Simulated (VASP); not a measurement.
Input:

```xyz
1
Lattice="-1.6728 1.6728 1.6728 1.6728 -1.6728 1.6728 1.6728 1.6728 -1.6728" Properties=species:S:1:pos:R:3 pbc="T T T"
Li     0.0000     0.0000     0.0000
```

Calculation: PBE GGA with D3 dispersion (Becke-Johnson damping), VASP's PBE PAW potentials (set 64) (plane waves; VASP). Numerical set-up: 520 eV cut-off, 15×15×15 Γ-centred mesh, first-order Methfessel-Paxton smearing of 0.10 eV, potentials Li_sv.

Q: Estimate the energy per atom (σ→0), band gap (on the k-mesh) with the smallest direct gap where there is one.

A: 
| Quantity | Value |
|---|---|
| band gap (on the k-mesh) | none (metal, semimetal or under 0.01 eV) |
| energy per atom (σ→0) | -2.080 eV/atom |

Only differences to runs with the same potentials and settings are physical.

The compound is Li in the bcc structure. This cell is one point of a volume scan, at 1.03 of the reference volume.
